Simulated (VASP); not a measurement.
# Pd: Pd into a neighbouring Pd vacancy, part 5 of 5

Wanted: the minimum-energy path in Pd for this move: Pd into a neighbouring Pd vacancy.

VASP 6.6.1; PBEsol; plane waves and PAW (Pd).

So far. Step 3 (Relax the start): The run ended after 8 ionic steps, 0.318 eV below its first step, once the forces on the free atoms met EDIFFG = -0.05. Step 4 (Relax the end): The run ended after 6 ionic steps, 0.277 eV below its first step, once the forces on the free atoms met EDIFFG = -0.05.

## 5. Nudged elastic band (continued)

Parts of OUTCAR (step 5):

```text
   NELECT =     310.0000    total number of electrons

  tangential force (eV/A)        -1.172826
  left and right image   0.730148  0.727415 A

  tangential force (eV/A)        -1.181862
  left and right image   0.735994  0.734745 A

 E-fermi :   9.4301

 k-point     1 :       0.0000    0.0000    0.0000
  band No.  band energies     occupation
    ...
    146       9.4030      1.30016
    147       9.4087      1.23870
    148       9.4325      0.97253
    149       9.4587      0.68409
    150       9.4668      0.59933
    151       9.5169      0.17964
    152       9.5302      0.10427
    153       9.5956     -0.06559
    154       9.5992     -0.06761
    155       9.7579     -0.00840
    ...

 POSITION                                       TOTAL-FORCE (eV/Angst)
 -----------------------------------------------------------------------------------
      5.32608      1.45660      7.72862         0.788487      0.791881      0.001193
      5.78587     -0.06861      2.00661        -0.107833      0.017798     -0.147178
      7.68805      0.00094      7.72845         0.034243     -0.069815      0.003289
      1.98450      1.85778      7.72935        -0.046650     -0.019053     -0.000064
      3.86902      3.81964      7.73032        -0.070961      0.035964     -0.002137
      5.72514      5.85334      7.72896        -0.019369     -0.050997      0.002110
      1.93876      7.72321      1.89660        -0.027085     -0.045090      0.015307
      3.80085      1.91621      2.00533         0.010269     -0.100624     -0.144919
      5.76691      3.81005      1.87012        -0.033649      0.005143      0.036832
      3.82044     -0.04710      3.86038        -0.005715     -0.006235      0.003828
      5.78983      1.92238      3.86148        -0.055729     -0.057639     -0.001994
      5.78272     -0.06859      5.71620        -0.097007      0.013332      0.146925
      7.66447      3.79742      7.72882         0.009995      0.008530      0.003323
      1.97570      5.84311      7.72974        -0.040536     -0.038994     -0.000717
      7.67711      1.89814      1.86999         0.006475     -0.030551      0.036232
      1.90234      3.85751      1.87976        -0.003890     -0.039142      0.030730
      3.85530      5.80642      1.89682        -0.043976     -0.026738      0.014673
      7.75381     -0.02643      3.86251        -0.086551     -0.007485     -0.002457
      1.86641      1.93895      3.86147         0.041284     -0.061714      0.000234
      3.84080      3.88491      3.86109        -0.005973     -0.084025      0.001394
      5.80622      5.73338      3.86217        -0.058863      0.043452     -0.003048
      1.93914     -0.01308      5.82595        -0.027682     -0.041527     -0.012733
      3.79903      1.91618      5.71726         0.016605     -0.103054      0.145443
      5.76453      3.80904      5.85385        -0.023473      0.007266     -0.037940
[...]
-----------------------------------------------------------------------------------
    total drift:                                0.052530      0.046609      0.026083

  FREE ENERGIE OF THE ION-ELECTRON SYSTEM (eV)
  ---------------------------------------------------
  free  energy   TOTEN  =      -183.1135219844 eV

  energy  without entropy=     -182.9765962430  energy(sigma->0) =     -183.06788007

  tangential force (eV/A)        -1.187505
  left and right image   0.739115  0.738407 A

[... 6 parts as in an earlier step ...]

[... 8 further parts left out ...]
```

Images along the path:

```
image  path (A)  energy (eV)     Pd1: x, y, z (Å)
    0     0.000       0.0000  5.761, 1.899, 7.733
    1     0.739       0.5422  5.326, 1.457, 7.729
    2     1.478       1.0547  4.834, 0.968, 7.730
    3     2.216       0.5395  4.345, 0.476, 7.732
    4     2.955       0.0013  3.905, 0.040, 7.721
```

This step gave:

```
electronic cycles                        : 170
path length                              : 2.955 Å
barrier                                  : 1.055 eV
barrier in the reverse direction         : 1.053 eV
barrier from a spline through the images : 1.055 eV
reaction energy                          : 0.001291 eV
```

What the program prints for this run, and its count of cycles, belong to image 1; the force that counts for the threshold is the band's, across the path.

## 6. Summary of results

```json
{
 "hop": "Pd into a neighbouring Pd vacancy",
 "barrier": "1.05 eV",
 "barrier in the reverse direction": "1.05 eV",
 "barrier from a spline through the images": "1.05 eV",
 "reaction energy": "0.00129 eV",
 "path length": "2.96 Å"
}
```

**Reading.** The barrier is 1.05 eV forwards and 1.05 eV backwards. With an attempt frequency of 10¹³ per second, taken as a typical value, this barrier gives about 10^-5 hops a second at 300 K. Both ends are alike and an image sits at the midpoint, which is the saddle if the path is symmetric. The band met its force threshold after 13 steps. Cell and mesh are small and were not tested. The band started on a straight line, so other routes may lie lower.

[Lines on the potential files, build, host, timing and source positions are cut from VASP's logs without a mark.]

[Logs are printed without paths, hosts, clocks, repeated set-up lines and the standing remarks that a program may print on its own settings, such as how far it seeks lower states.]

[Hosts, paths, dates, database ids (printed as entryN), source tags and the programs' standing remarks are cut or masked in the printed files.]

[Runs that stopped without an error message from VASP are left out.]
